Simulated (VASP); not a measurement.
Method: PBEsol GGA, VASP's PBE PAW potentials (set 64) (plane waves; VASP).

VASP ran on this input.

### INCAR
```
# general
SYSTEM =TcPt3
PREC   =Accurate
ENCUT  =400
LREAL  =.FALSE.
LASPH  =.TRUE.

# electronic loop
EDIFF  =1E-6
NELM   =100
ALGO   =Normal
LMAXMIX=6

# smearing
ISMEAR =1
SIGMA  =0.1

# functional
GGA    =PS

# ions
IBRION =2
NSW    =60
ISIF   =3
EDIFFG =-0.02

# output
LWAVE  =.FALSE.
LCHARG =.FALSE.
```

POSCAR:
```
TcPt3
1
   -1.9263140769     1.9263140769     3.9407943552
    1.9263140769    -1.9263140769     3.9407943552
    1.9263140769     1.9263140769    -3.9407943552
Tc Pt
1 3
Direct
  0.0000000000   0.0000000000   0.0000000000
  0.7500000000   0.2500000000   0.5000000000
  0.2500000000   0.7500000000   0.5000000000
  0.5000000000   0.5000000000   0.0000000000
```

**KPOINTS**
```
Automatic mesh
0
Gamma
10 10 10
0 0 0
```

POTCAR, in this order: Tc_pv Pt (PBE.64 set). Program: vasp_std.

Output of the run:

File OSZICAR:
```
       N       E                     dE             d eps       ncg     rms          rms(c)
DAV:   1     0.293461778458E+03    0.29346E+03   -0.20211E+04  5540   0.134E+03
DAV:   2    -0.243858668424E+02   -0.31785E+03   -0.31333E+03  5926   0.357E+02
DAV:   3    -0.348618215814E+02   -0.10476E+02   -0.10173E+02  6296   0.633E+01
DAV:   4    -0.350562399457E+02   -0.19442E+00   -0.19258E+00  5840   0.824E+00
DAV:   5    -0.350594610588E+02   -0.32211E-02   -0.32167E-02  6134   0.104E+00    0.282E+01
DAV:   6    -0.329525494374E+02    0.21069E+01   -0.57748E+00  5475   0.178E+01    0.126E+01
DAV:   7    -0.328758650268E+02    0.76684E-01   -0.29762E+00  6094   0.125E+01    0.513E+00
DAV:   8    -0.326813221167E+02    0.19454E+00   -0.14493E+00  6002   0.849E+00    0.374E+00
DAV:   9    -0.326601226411E+02    0.21199E-01   -0.24831E-01  5939   0.332E+00    0.179E+00
DAV:  10    -0.326481805907E+02    0.11942E-01   -0.53912E-02  5771   0.193E+00    0.335E-01
DAV:  11    -0.326480195898E+02    0.16100E-03   -0.13001E-03  5534   0.280E-01    0.477E-02
DAV:  12    -0.326480258787E+02   -0.62889E-05   -0.10861E-04  5912   0.775E-02    0.215E-02
DAV:  13    -0.326480259417E+02   -0.63068E-07   -0.17266E-05  5817   0.316E-02    0.206E-03
DAV:  14    -0.326480259332E+02    0.84920E-08   -0.34976E-07  2708   0.435E-03
   1 F= -.32648026E+02 E0= -.32648253E+02  d E =-.326480E+02
       N       E                     dE             d eps       ncg     rms          rms(c)
DAV:   1    -0.326524323595E+02   -0.44064E-02   -0.15827E-01  5179   0.322E+00    0.553E-01
DAV:   2    -0.326483287564E+02    0.41036E-02   -0.10972E-02  5210   0.818E-01    0.156E-01
DAV:   3    -0.326482117561E+02    0.11700E-03   -0.41816E-03  6193   0.398E-01    0.185E-01
DAV:   4    -0.326479110850E+02    0.30067E-03   -0.18914E-03  6102   0.271E-01    0.698E-02
DAV:   5    -0.326479262905E+02   -0.15205E-04   -0.11487E-04  5707   0.787E-02    0.300E-02
DAV:   6    -0.326479258114E+02    0.47912E-06   -0.30799E-05  5669   0.477E-02    0.776E-03
DAV:   7    -0.326479263379E+02   -0.52650E-06   -0.37882E-06  4420   0.141E-02
   2 F= -.32647926E+02 E0= -.32648148E+02  d E =0.995954E-04
       N       E                     dE             d eps       ncg     rms          rms(c)
DAV:   1    -0.326496479498E+02   -0.17221E-02   -0.52292E-02  5178   0.185E+00    0.316E-01
DAV:   2    -0.326482900668E+02    0.13579E-02   -0.36735E-03  5208   0.473E-01    0.902E-02
DAV:   3    -0.326482550357E+02    0.35031E-04   -0.14470E-03  6202   0.233E-01    0.110E-01
DAV:   4    -0.326481463210E+02    0.10871E-03   -0.66848E-04  6086   0.161E-01    0.404E-02
DAV:   5    -0.326481465782E+02   -0.25723E-06   -0.38007E-05  5685   0.453E-02    0.172E-02
DAV:   6    -0.326481447879E+02    0.17903E-05   -0.10100E-05  5475   0.273E-02    0.448E-03
DAV:   7    -0.326481445850E+02    0.20288E-06   -0.11163E-06  2636   0.803E-03
   3 F= -.32648145E+02 E0= -.32648371E+02  d E =-.118652E-03
       N       E                     dE             d eps       ncg     rms          rms(c)
DAV:   1    -0.326490829753E+02   -0.93819E-03   -0.58076E-02  5102   0.177E+00    0.216E-01
DAV:   2    -0.326483384529E+02    0.74452E-03   -0.18828E-03  5680   0.305E-01    0.928E-02
DAV:   3    -0.326483189508E+02    0.19502E-04   -0.19022E-03  6071   0.258E-01    0.121E-01
DAV:   4    -0.326481337661E+02    0.18518E-03   -0.88540E-04  5942   0.186E-01    0.258E-02
DAV:   5    -0.326481313012E+02    0.24649E-05   -0.30894E-05  5511   0.431E-02    0.123E-02
DAV:   6    -0.326481298759E+02    0.14253E-05   -0.74710E-06  5415   0.225E-02    0.442E-03
DAV:   7    -0.326481298317E+02    0.44201E-07   -0.34982E-07  2596   0.467E-03
   4 F= -.32648130E+02 E0= -.32648354E+02  d E =0.147533E-04
```

### OUTCAR
```
------------------------ aborting loop because EDIFF is reached ----------------------------------------
  FORCE on cell =-STRESS in cart. coord.  units (eV):
  Direction    XX          YY          ZZ          XY          YZ          ZX
  --------------------------------------------------------------------------------------
  Total       -0.0568865     -0.0568865      0.0250887      0.0000000      0.0000000      0.0000000
  in kB       -1.5589263     -1.5589263      0.6875331      0.0000000      0.0000000      0.0000000
  external PRESSURE =      -0.8101065 kB  Pullay stress =       0.0000000 kB
  volume of cell :       58.46
      direct lattice vectors                 reciprocal lattice vectors
    -1.928069006  1.928069006  3.931779572     0.000000000  0.259326818  0.127168879
     1.928069006 -1.928069006  3.931779572     0.259326818  0.000000000  0.127168879
     1.928069006  1.928069006 -3.931779572     0.259326818  0.259326818  0.000000000
 POSITION                                       TOTAL-FORCE (eV/Angst)
 -----------------------------------------------------------------------------------
      0.00000      0.00000     -0.00000         0.000000     -0.000000     -0.000000
     -0.00000      1.92807      1.96589        -0.000000      0.000000      0.000000
      1.92807     -0.00000      1.96589         0.000000     -0.000000     -0.000000
      0.00000      0.00000      3.93178         0.000000     -0.000000     -0.000000
 -----------------------------------------------------------------------------------
    total drift:                               -0.000000     -0.000000     -0.000000
  FREE ENERGIE OF THE ION-ELECTRON SYSTEM (eV)
  ---------------------------------------------------
  free  energy   TOTEN  =       -32.6481298317 eV

  energy  without entropy=      -32.6488015846  energy(sigma->0) =      -32.64835375

 reached required accuracy - stopping structural energy minimisation
```
(Selected blocks of OUTCAR.)

**CONTCAR**
```
TcPt3
   1.00000000000000
    -1.9280690060124184    1.9280690060124184    3.9317795722796918
     1.9280690060124184   -1.9280690060124184    3.9317795722796918
     1.9280690060124184    1.9280690060124184   -3.9317795722796918
  Tc              Pt
     1     3
Direct
     0.0000000000000000    0.0000000000000000    0.0000000000000000
     0.7500000000000000    0.2500000000000000    0.5000000000000000
     0.2500000000000000    0.7500000000000000    0.5000000000000000
     0.5000000000000000    0.5000000000000000    0.0000000000000000
```

The structure comes from a computed database's TcPt3 entry (I4/mmm); how it stands against other phases isn't given here. This run relaxes it. Symmetry was kept, so distortions that lower it aren't found. The start is the result of an earlier pass. The electron count is odd and the run is not spin-polarised, which forces a metal.
